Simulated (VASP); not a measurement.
Cu:

```
CELL_PARAMETERS angstrom
0.00000 1.80750 1.80750
1.80750 0.00000 1.80750
1.80750 1.80750 0.00000
ATOMIC_POSITIONS crystal
Cu 0.00000 0.00000 0.00000
```

| Quantity | Value |
| --- | --- |
| Program | VASP 6.6.1 |
| Task | relaxation of cell and atoms |
| Functional | PBEsol |
| Potentials or basis | VASP PAW PBE potentials, release 64 (Cu) |
| Cutoff | 600 eV |
| k mesh | 18 × 18 × 18 |
| Occupations | methfessel-paxton, width 0.1 eV |
| Spin | no spin polarisation |

At the start: pressure -5.6 GPa; volume 11.81 Å³/atom.

**Question.** Where does the relaxation end?

**Answer.** Over 3 steps the energy falls by 8.0 meV/atom and the volume is 11.37 Å³/atom (-3.7 %); space group Fm-3m (No. 225, to 0.05 Å).

Step by step:
| step | energy change (eV) | largest force (eV/Å) | pressure (GPa) | volume (Å³) |
| --- | --- | --- | --- | --- |
| 1 | 0.0000 | 0.0000 | -5.61 | 11.81 |
| 2 | -0.0049 | 0.0000 | 3.95 | 11.12 |
| 3 | -0.0080 | 0.0000 | 0.03 | 11.37 |

Final structure:
```
Cu
1.0
     0.00000    1.78486    1.78486
     1.78486    0.00000    1.78486
     1.78486    1.78486    0.00000
Cu
1
Direct
  0.00000 0.00000 0.00000
```

Caveat: the PAW data sets were made with another functional, which shifts forces and pressure a little.
